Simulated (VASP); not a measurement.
Output of a VASP run:

File OSZICAR:
```
       N       E                     dE             d eps       ncg     rms          rms(c)
DAV:   1     0.143975505362E+02    0.14398E+02   -0.47826E+03   880   0.880E+02
DAV:   2    -0.103947576057E+02   -0.24792E+02   -0.23945E+02   864   0.138E+02
DAV:   3    -0.107563893026E+02   -0.36163E+00   -0.36163E+00  1024   0.185E+01
DAV:   4    -0.107569459382E+02   -0.55664E-03   -0.55664E-03   952   0.629E-01
DAV:   5    -0.107569462994E+02   -0.36120E-06   -0.36120E-06  1040   0.132E-02    0.721E+00
DAV:   6    -0.921999368544E+01    0.15370E+01   -0.10089E+01   752   0.224E+01    0.228E+00
DAV:   7    -0.920509815014E+01    0.14896E-01   -0.44272E-02   784   0.258E+00    0.131E+00
DAV:   8    -0.919973989395E+01    0.53583E-02   -0.26301E-02   752   0.242E+00    0.158E-01
DAV:   9    -0.919963797684E+01    0.10192E-03   -0.44664E-04  1112   0.191E-01    0.726E-02
DAV:  10    -0.919974092749E+01   -0.10295E-03   -0.13281E-04   768   0.122E-01    0.479E-03
DAV:  11    -0.919974083465E+01    0.92841E-07   -0.12916E-06   928   0.944E-03
   1 F= -.91997408E+01 E0= -.91997408E+01  d E =-.919974E+01
       N       E                     dE             d eps       ncg     rms          rms(c)
DAV:   1    -0.920632747714E+01   -0.65865E-02   -0.13085E-01   752   0.369E+00    0.586E-01
DAV:   2    -0.920035311089E+01    0.59744E-02   -0.43370E-02   768   0.154E+00    0.554E-02
DAV:   3    -0.920028987338E+01    0.63238E-04   -0.34725E-04   848   0.223E-01    0.344E-02
DAV:   4    -0.920026304700E+01    0.26826E-04   -0.30416E-05   816   0.587E-02    0.757E-03
DAV:   5    -0.920026278586E+01    0.26114E-06   -0.37710E-06   768   0.152E-02
   2 F= -.92002628E+01 E0= -.92002628E+01  d E =-.521951E-03
       N       E                     dE             d eps       ncg     rms          rms(c)
DAV:   1    -0.920069358556E+01   -0.43054E-03   -0.78822E-03   768   0.909E-01    0.144E-01
DAV:   2    -0.920033165192E+01    0.36193E-03   -0.26234E-03   752   0.378E-01    0.138E-02
DAV:   3    -0.920032967909E+01    0.19728E-05   -0.21293E-05   848   0.554E-02    0.856E-03
DAV:   4    -0.920032781279E+01    0.18663E-05   -0.18547E-06   568   0.144E-02    0.186E-03
DAV:   5    -0.920032775993E+01    0.52859E-07   -0.22738E-07   424   0.388E-03
   3 F= -.92003278E+01 E0= -.92003278E+01  d E =-.586925E-03
```

**OUTCAR**
```
------------------------ aborting loop because EDIFF is reached ----------------------------------------
  FORCE on cell =-STRESS in cart. coord.  units (eV):
  Direction    XX          YY          ZZ          XY          YZ          ZX
  --------------------------------------------------------------------------------------
  Total       -0.0008056     -0.0008056     -0.0008056      0.0000000      0.0000000      0.0000000
  in kB       -0.0686427     -0.0686427     -0.0686427      0.0000000      0.0000000      0.0000000
  external PRESSURE =      -0.0686427 kB  Pullay stress =       0.0000000 kB
  volume of cell :       18.80
      direct lattice vectors                 reciprocal lattice vectors
    -0.000000000  2.110575933  2.110575933    -0.236902161  0.236902161  0.236902161
     2.110575933 -0.000000000  2.110575933     0.236902161 -0.236902161  0.236902161
     2.110575933  2.110575933 -0.000000000     0.236902161  0.236902161 -0.236902161
  FREE ENERGIE OF THE ION-ELECTRON SYSTEM (eV)
  ---------------------------------------------------
  free  energy   TOTEN  =        -9.2003277599 eV

  energy  without entropy=       -9.2003277599  energy(sigma->0) =       -9.20032776

 reached required accuracy - stopping structural energy minimisation
```
(Selected blocks of OUTCAR.)

File POSCAR:
```
MgO
1
    0.0000000000     2.1050000000     2.1050000000
    2.1050000000     0.0000000000     2.1050000000
    2.1050000000     2.1050000000     0.0000000000
Mg O
1 1
Direct
  0.0000000000   0.0000000000   0.0000000000
  0.5000000000   0.5000000000   0.5000000000
```

**Question.** Write an INCAR and KPOINTS that could have produced this output.

**Answer.** Several could match; the one computed here: the input of the run itself, optB86b-vdW, plane waves, VASP's PBE PAW potentials (set 64).

File KPOINTS:
```
Automatic mesh
0
Gamma
10 10 10
0 0 0
```

INCAR:
```
AGGAC  =  0.0
ALGO  =  Normal
EDIFF  =  1E-6
EDIFFG  =  -0.01
ENCUT  =  520
GGA  =  MK
IBRION  =  2
ISIF  =  3
ISMEAR  =  0
LASPH  =  .TRUE.
LCHARG  =  .FALSE.
LREAL  =  .FALSE.
LUSE_VDW  =  .TRUE.
LWAVE  =  .FALSE.
NELM  =  100
NSW  =  60
PARAM1  =  0.1234
PARAM2  =  1.0
PREC  =  Accurate
SIGMA  =  0.05
SYSTEM  =  MgO
```

POTCAR, in this order: Mg O (PBE.64 set). Program: vasp_std.

The compound is MgO in the rock salt structure. This run relaxes it. Symmetry was kept, so distortions that lower it aren't found.
